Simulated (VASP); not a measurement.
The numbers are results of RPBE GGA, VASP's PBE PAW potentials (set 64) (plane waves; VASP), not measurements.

A VASP calculation is set up with these files.

**POSCAR**
```
CuAu
1
    2.8681177971     0.0000000000     0.0000000000
    0.0000000000     2.8681177971     0.0000000000
   -0.0000000000     0.0000000000     3.7640740449
Cu Au
1 1
Direct
  0.0000000000   0.0000000000   0.0000000000
  0.5000000000   0.5000000000   0.5000000000
```

**KPOINTS**
```
Automatic mesh
0
Gamma
14 14 11
0 0 0
```

INCAR:
```
# general
SYSTEM =CuAu
PREC   =Accurate
ENCUT  =520
LREAL  =F
LASPH  =T

# electronic loop
EDIFF  =1E-7
NELM   =100
ALGO   =Normal
LMAXMIX=6

# smearing
ISMEAR =-5

# functional
GGA    =RP

# ions
ISIF   =2

# output
LWAVE  =F
LCHARG =T
LORBIT =11
NEDOS  =601
```

POTCAR, in this order: Cu Au (PBE.64 set). Program: vasp_std.

Output of the run:

**OUTCAR**
```
 ion  position               nearest neighbor table
   1  0.000  0.000  0.000-   2 2.77   2 2.77   2 2.77   2 2.77   2 2.77   2 2.77   2 2.77   2 2.77
  LATTYP: Found a simple tetragonal cell.
 ALAT       =     2.8681177971
 C/A-ratio  =     1.3123847454
 Subroutine PRICEL returns:
 Original cell was already a primitive cell.
 Subroutine GETGRP returns: Found 16 space group operations
The static configuration has the point symmetry D_4h.
The dynamic configuration has the point symmetry D_4h.
 Subroutine INISYM returns: Found 16 space group operations
 Subroutine IBZKPT returns following result:
 Found    216 irreducible k-points:

 Following reciprocal coordinates:
            Coordinates               Weight
  0.000000  0.000000  0.000000      1.000000
  0.071429  0.000000  0.000000      4.000000
  0.142857  0.000000  0.000000      4.000000
  0.214286  0.000000  0.000000      4.000000
  0.285714  0.000000  0.000000      4.000000
  0.357143  0.000000  0.000000      4.000000
  0.428571  0.000000  0.000000      4.000000
  0.500000  0.000000  0.000000      2.000000
  0.071429  0.071429  0.000000      4.000000
...
```

### OSZICAR
```
       N       E                     dE             d eps       ncg     rms          rms(c)
DAV:   1     0.134255011922E+03    0.13426E+03   -0.11433E+04  6646   0.205E+03
DAV:   2    -0.186371872553E+01   -0.13612E+03   -0.13026E+03  6690   0.334E+02
DAV:   3    -0.677499085587E+01   -0.49113E+01   -0.48347E+01  8127   0.733E+01
DAV:   4    -0.682633466397E+01   -0.51344E-01   -0.51308E-01  7305   0.653E+00
DAV:   5    -0.682790012119E+01   -0.15655E-02   -0.15656E-02  9735   0.124E+00    0.994E+00
DAV:   6    -0.642626447574E+01    0.40164E+00   -0.76665E+00  6620   0.796E+01    0.523E+00
DAV:   7    -0.606021094920E+01    0.36605E+00   -0.27874E+00  8036   0.850E+01    0.500E+00
DAV:   8    -0.602116066452E+01    0.39050E-01   -0.20554E-01  9104   0.111E+01    0.257E+00
DAV:   9    -0.601432648953E+01    0.68342E-02   -0.24815E-02  9936   0.419E+00    0.199E-01
DAV:  10    -0.601424570781E+01    0.80782E-04   -0.47062E-03  9661   0.126E+00    0.106E-01
DAV:  11    -0.601411868594E+01    0.12702E-03   -0.27664E-04  9854   0.475E-01    0.521E-02
DAV:  12    -0.601414845568E+01   -0.29770E-04   -0.34917E-05  8992   0.209E-01    0.100E-02
DAV:  13    -0.601415316329E+01   -0.47076E-05   -0.18981E-06  9835   0.219E-02    0.164E-03
DAV:  14    -0.601415512179E+01   -0.19585E-05   -0.10077E-07  4570   0.980E-03    0.356E-04
DAV:  15    -0.601415494848E+01    0.17330E-06   -0.23927E-08  3940   0.220E-03    0.154E-04
DAV:  16    -0.601415499141E+01   -0.42927E-07   -0.71879E-09  3793   0.183E-03
   1 F= -.60141550E+01 E0= -.60141550E+01  d E =0.000000E+00
```

File OUTCAR:
```
------------------------ aborting loop because EDIFF is reached ----------------------------------------
  FORCE on cell =-STRESS in cart. coord.  units (eV):
  Direction    XX          YY          ZZ          XY          YZ          ZX
  --------------------------------------------------------------------------------------
  Total        0.0030894      0.0030894     -0.0635623      0.0000000      0.0000000     -0.0000000
  in kB        0.1598578      0.1598578     -3.2889573      0.0000000      0.0000000     -0.0000000
  external PRESSURE =      -0.9897472 kB  Pullay stress =       0.0000000 kB
  volume of cell :       30.96
      direct lattice vectors                 reciprocal lattice vectors
     2.868117797  0.000000000  0.000000000     0.348660714  0.000000000  0.000000000
     0.000000000  2.868117797  0.000000000     0.000000000  0.348660714  0.000000000
     0.000000000  0.000000000  3.764074045     0.000000000  0.000000000  0.265669588
 POSITION                                       TOTAL-FORCE (eV/Angst)
 -----------------------------------------------------------------------------------
      0.00000      0.00000      0.00000         0.000000      0.000000      0.000000
      1.43406      1.43406      1.88204         0.000000      0.000000      0.000000
 -----------------------------------------------------------------------------------
    total drift:                                0.000000      0.000000     -0.000000
  FREE ENERGIE OF THE ION-ELECTRON SYSTEM (eV)
  ---------------------------------------------------
  free  energy   TOTEN  =        -6.0141549914 eV

  energy  without entropy=       -6.0141549914  energy(sigma->0) =       -6.01415499

 total charge

# of ion       s       p       d       tot
------------------------------------------
    1        0.355   0.272   9.217   9.845
    2        0.592   0.374   8.702   9.668
--------------------------------------------------
tot          0.947   0.646  17.920  19.513
```
(Selected blocks of OUTCAR.)

### OUTCAR
```
 val. band max:        8.0813724609   @ k =   0.5000   0.2857   0.0909

 cond. band min:       7.8419695999   @ k =   0.5000   0.1429   0.0909


 Fermi energy:         8.0473706274

 k-point     1 :       0.0000    0.0000    0.0000
  band No.  band energies     occupation
      1      -1.2043      2.00000
      2       1.8254      2.00000
      3       1.9792      2.00000
      4       4.1393      2.00000
      5       4.1393      2.00000
      6       5.0823      2.00000
      7       5.3654      2.00000
      8       5.9676      2.00000
      9       6.3675      2.00000
     10       6.5593      2.00000
     11       6.5593      2.00000
     12      10.1667      0.00000
     13      15.4711      0.00000
     14      17.8047      0.00000
     15      17.8047      0.00000

 k-point     2 :       0.0714    0.0000    0.0000
  band No.  band energies     occupation
      1      -1.0911      2.00000
      2       1.8817      2.00000
      3       2.0401      2.00000
      4       4.0712      2.00000
      5       4.1638      2.00000
      6       5.0337      2.00000
      7       5.3830      2.00000
      8       5.9635      2.00000
      9       6.3256      2.00000
     10       6.4053      2.00000
     11       6.5380      2.00000
     12      10.4760      0.00000
     13      15.3571      0.00000
     14      17.1323      0.00000
     15      17.9938      0.00000

 k-point     3 :       0.1429    0.0000    0.0000
  band No.  band energies     occupation
      1      -0.7616      2.00000
      2       2.0077      2.00000
      3       2.2538      2.00000
      4       3.8772      2.00000
      5       4.2349      2.00000
      6       4.8955      2.00000
      7       5.4232      2.00000
      8       5.9619      2.00000
      9       6.0793      2.00000
     10       6.2183      2.00000
     11       6.4756      2.00000
     12      11.2631      0.00000
     13      14.6159      0.00000
     14      16.2474      0.00000
     15      18.5390      0.00000
...
```

For a metal the tetrahedron method with Blöchl corrections gives inexact stress and forces. Unless said otherwise, spin-orbit coupling is left out, though it shifts the bands of the heavy elements here.

The compound is CuAu in the L1_0 structure. It was relaxed first, which changed the volume by +8 %.
